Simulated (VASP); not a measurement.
Output of a VASP run:

File OUTCAR:
```
 ion  position               nearest neighbor table
   1  0.000  0.000  0.250-   3 1.41   3 1.41   3 1.41
   2  0.000  0.000  0.750-   4 1.41   4 1.41   4 1.41
   3  0.333  0.667  0.250-   1 1.41   1 1.41   1 1.41
   4  0.667  0.333  0.750-   2 1.41   2 1.41   2 1.41
  LATTYP: Found a hexagonal cell.
 ALAT       =     2.4471928554
 C/A-ratio  =     2.4893286628
 Subroutine PRICEL returns:
 Original cell was already a primitive cell.
 Subroutine GETGRP returns: Found 24 space group operations
The static configuration has the point symmetry D_3d.
 The point group associated with its full space group is D_6h.
The dynamic configuration has the point symmetry D_3d.
 Subroutine INISYM returns: Found 24 space group operations
 Subroutine IBZKPT returns following result:
 Found     42 irreducible k-points:

 Following reciprocal coordinates:
            Coordinates               Weight
  0.000000  0.000000  0.000000      1.000000
  0.100000  0.000000  0.000000      6.000000
  0.200000  0.000000  0.000000      6.000000
  0.300000 -0.000000  0.000000      6.000000
  0.400000 -0.000000  0.000000      6.000000
  0.500000  0.000000  0.000000      3.000000
  0.100000  0.100000  0.000000      6.000000
  0.200000  0.100000  0.000000     12.000000
  0.300000  0.100000  0.000000     12.000000
  0.400000  0.100000  0.000000     12.000000
  0.200000  0.200000  0.000000      6.000000
  0.300000  0.200000  0.000000     12.000000
  0.400000  0.200000  0.000000      6.000000
  0.300000  0.300000  0.000000      6.000000
  0.000000  0.000000  0.250000      2.000000
  0.100000  0.000000  0.250000     12.000000
  0.200000  0.000000  0.250000     12.000000
  0.300000 -0.000000  0.250000     12.000000
  0.400000 -0.000000  0.250000     12.000000
  0.500000  0.000000  0.250000      6.000000
  0.100000  0.100000  0.250000     12.000000
  0.200000  0.100000  0.250000     24.000000
  0.300000  0.100000  0.250000     24.000000
  0.400000  0.100000  0.250000     24.000000
  0.200000  0.200000  0.250000     12.000000
  0.300000  0.200000  0.250000     24.000000
  0.400000  0.200000  0.250000     12.000000
  0.300000  0.300000  0.250000     12.000000
  0.000000  0.000000  0.500000      1.000000
  0.100000  0.000000  0.500000      6.000000
  0.200000  0.000000  0.500000      6.000000
  0.300000 -0.000000  0.500000      6.000000
  0.400000 -0.000000  0.500000      6.000000
  0.500000  0.000000  0.500000      3.000000
  0.100000  0.100000  0.500000      6.000000
  0.200000  0.100000  0.500000     12.000000
  0.300000  0.100000  0.500000     12.000000
  0.400000  0.100000  0.500000     12.000000
  0.200000  0.200000  0.500000      6.000000
  0.300000  0.200000  0.500000     12.000000
   k-points           NKPTS =     42   k-points in BZ     NKDIM =     42   number of bands    NBANDS=     12
   number of dos      NEDOS =    301   number of ions     NIONS =      4
   total plane-waves  NPLWV =  20000
   dimension x,y,z NGX =    20 NGY =   20 NGZ =   50
   dimension x,y,z NGXF=    40 NGYF=   40 NGZF=  100
   ions per type =               4
   PREC   = accura    normal or accurate (medium, high low for compatibility)
   ISTART =      0    job   : 0-new  1-cont  2-samecut
   ICHARG =      2    charge: 1-file 2-atom 10-const
   ISPIN  =      1    spin polarized calculation?
   LNONCOLLINEAR =      F non collinear calculations
   LSORBIT =      F    spin-orbit coupling
   INIWAV =      1    electr: 0-lowe 1-rand  2-diag
   ENCUT  =  620.0 eV  45.57 Ry    6.75 a.u.   4.97  4.97 12.37*2*pi/ulx,y,z
   NELM   =    100;   NELMIN=  2; NELMDL= -5     # of ELM steps
   EDIFF  = 0.1E-05   stopping-criterion for ELM
   LREAL  =      F    real-space projection
   NLSPLINE    = F    spline interpolate recip. space projectors
   LMAXMIX     =    2 max onsite mixed and CHGCAR
   VOSKOWN=      0    Vosko Wilk Nusair interpolation
...
```

File OSZICAR:
```
...
DAV:   4    -0.364033040434E+02    0.33093E-04   -0.72508E-04  1240   0.224E-01    0.859E-02
DAV:   5    -0.364032474131E+02    0.56630E-04   -0.54347E-05  1192   0.791E-02    0.752E-03
DAV:   6    -0.364032483187E+02   -0.90560E-06   -0.21998E-06  1056   0.126E-02
   2 F= -.32732233E+02 E0= -.32732233E+02  d E =0.391260E-01
       N       E                     dE             d eps       ncg     rms          rms(c)
DAV:   1    -0.366571132698E+02   -0.25387E+00   -0.11309E+00  1096   0.107E+01    0.969E-01
DAV:   2    -0.366403676517E+02    0.16746E-01   -0.25027E-02  1196   0.129E+00    0.544E-01
DAV:   3    -0.366341331384E+02    0.62345E-02   -0.17421E-02  1116   0.941E-01    0.686E-02
DAV:   4    -0.366341143007E+02    0.18838E-04   -0.26738E-04  1232   0.133E-01    0.472E-02
DAV:   5    -0.366340850155E+02    0.29285E-04   -0.19181E-05  1192   0.482E-02    0.283E-03
DAV:   6    -0.366340847909E+02    0.22462E-06   -0.36369E-07   836   0.540E-03
   3 F= -.32799436E+02 E0= -.32799436E+02  d E =-.280773E-01
       N       E                     dE             d eps       ncg     rms          rms(c)
DAV:   1    -0.366768218378E+02   -0.42737E-01   -0.37105E+00  1008   0.163E+01    0.129E+00
DAV:   2    -0.366098712237E+02    0.66951E-01   -0.88260E-02  1100   0.237E+00    0.692E-01
DAV:   3    -0.365828853370E+02    0.26986E-01   -0.83209E-02  1192   0.206E+00    0.172E-01
DAV:   4    -0.365828728001E+02    0.12537E-04   -0.13638E-03  1188   0.305E-01    0.134E-01
DAV:   5    -0.365827567537E+02    0.11605E-03   -0.28349E-04  1196   0.158E-01    0.115E-02
DAV:   6    -0.365827590068E+02   -0.22532E-05   -0.51252E-06  1248   0.207E-02    0.102E-02
DAV:   7    -0.365827633180E+02   -0.43112E-05   -0.33151E-06  1192   0.165E-02    0.301E-03
DAV:   8    -0.365827628774E+02    0.44063E-06   -0.54155E-07   676   0.589E-03
   4 F= -.32837804E+02 E0= -.32837804E+02  d E =-.383682E-01
       N       E                     dE             d eps       ncg     rms          rms(c)
DAV:   1    -0.366228252446E+02   -0.40062E-01   -0.48741E+00  1008   0.187E+01    0.149E+00
DAV:   2    -0.365367927909E+02    0.86032E-01   -0.11191E-01  1128   0.269E+00    0.794E-01
DAV:   3    -0.365021906106E+02    0.34602E-01   -0.10436E-01  1168   0.233E+00    0.196E-01
DAV:   4    -0.365021624048E+02    0.28206E-04   -0.17031E-03  1204   0.345E-01    0.147E-01
DAV:   5    -0.365020244253E+02    0.13798E-03   -0.31321E-04  1152   0.169E-01    0.109E-02
DAV:   6    -0.365020264828E+02   -0.20576E-05   -0.47927E-06  1240   0.204E-02    0.870E-03
DAV:   7    -0.365020305898E+02   -0.41069E-05   -0.33712E-06  1192   0.167E-02    0.298E-03
DAV:   8    -0.365020301754E+02    0.41435E-06   -0.55015E-07   624   0.592E-03
   5 F= -.32858073E+02 E0= -.32858073E+02  d E =-.586371E-01
       N       E                     dE             d eps       ncg     rms          rms(c)
DAV:   1    -0.364861985370E+02    0.15832E-01   -0.25605E-01  1024   0.425E+00    0.339E-01
DAV:   2    -0.364816429708E+02    0.45556E-02   -0.56918E-03  1144   0.611E-01    0.182E-01
DAV:   3    -0.364798054594E+02    0.18375E-02   -0.56202E-03  1180   0.539E-01    0.461E-02
DAV:   4    -0.364798060165E+02   -0.55716E-06   -0.81517E-05  1216   0.776E-02    0.398E-02
DAV:   5    -0.364797944630E+02    0.11554E-04   -0.24066E-05  1148   0.445E-02    0.439E-03
DAV:   6    -0.364797948389E+02   -0.37584E-06   -0.64695E-07   720   0.755E-03
   6 F= -.32858681E+02 E0= -.32858681E+02  d E =-.592450E-01
```

**OUTCAR**
```
------------------------ aborting loop because EDIFF is reached ----------------------------------------
  FORCE on cell =-STRESS in cart. coord.  units (eV):
  Direction    XX          YY          ZZ          XY          YZ          ZX
  --------------------------------------------------------------------------------------
  Total        3.6876428      3.6876389      3.6552999     -0.0000000     -0.0000000      0.0000000
  in kB      203.6745019    203.6742887    201.8881510     -0.0000000     -0.0000000      0.0000000
  external PRESSURE =       3.0789805 kB  Pullay stress =     200.0000000 kB
  volume of cell :       29.01
      direct lattice vectors                 reciprocal lattice vectors
     1.215804570 -2.105834186  0.000000000     0.411250305 -0.237435598 -0.000000000
     1.215804570  2.105834186  0.000000000     0.411250305  0.237435598 -0.000000000
     0.000000000  0.000000000  5.665064036    -0.000000000  0.000000000  0.176520511
 POSITION                                       TOTAL-FORCE (eV/Angst)
 -----------------------------------------------------------------------------------
      1.21580      2.10583      1.41627        -0.000000      0.000000      0.000000
      1.21580     -2.10583      4.24880         0.000000     -0.000000      0.000000
      1.21580      0.70195      1.41627        -0.000000     -0.000000     -0.000000
      1.21580     -0.70195      4.24880         0.000000      0.000000      0.000000
 -----------------------------------------------------------------------------------
    total drift:                                0.000000     -0.000000      0.000000
  FREE ENERGIE OF THE ION-ELECTRON SYSTEM (eV)
  ---------------------------------------------------
  free  energy   TOTEN  =       -36.4797948389 eV

  energy  without entropy=      -36.4797948388  energy(sigma->0) =      -36.47979484
  enthalpy is  TOTEN    =       -32.8586810220 eV   P V=        3.6211138169

 reached required accuracy - stopping structural energy minimisation
```
(Selected blocks of OUTCAR.)

POSCAR:
```
C
1
    1.2235967989    -2.1193309664     0.0000000000
    1.2235967989     2.1193309664     0.0000000000
    0.0000000000     0.0000000000     6.0918673183
C
4
Direct
  0.0000000000   0.0000000000   0.2500000000
  0.0000000000   0.0000000000   0.7500000000
  0.3333330000   0.6666670000   0.2500000000
  0.6666670000   0.3333330000   0.7500000000
```

Reconstruct the remaining input files.

One answer among several that fit: the input of the run itself, PBE GGA, plane waves, VASP's PBE PAW potentials (set 64).

File KPOINTS:
```
Regular mesh
0
G
 10 10 4
0 0 0
```

**INCAR**
```
ALGO = Normal
EDIFF = 1E-6
EDIFFG = -0.02
ENCUT = 620
GGA = PE
IBRION = 2
ISIF = 3
ISMEAR = 0
LASPH = .TRUE.
LCHARG = .FALSE.
LREAL = .FALSE.
LWAVE = .FALSE.
NELM = 100
NSW = 40
PREC = Accurate
PSTRESS = 200
SIGMA = 0.05
SYSTEM = C
```

POTCAR, in this order: C (PBE.64 set). Program: vasp_std.

Energy and stress use the plane-wave basis of the starting cell. Without a dispersion term in the relaxation, distances and binding between the weakly bound layers, chains or molecules are unreliable, and so is what depends on them.

The compound is C in the graphite structure. This run relaxes it under an external pressure of 20 GPa. Symmetry was kept, so distortions that lower it aren't found.
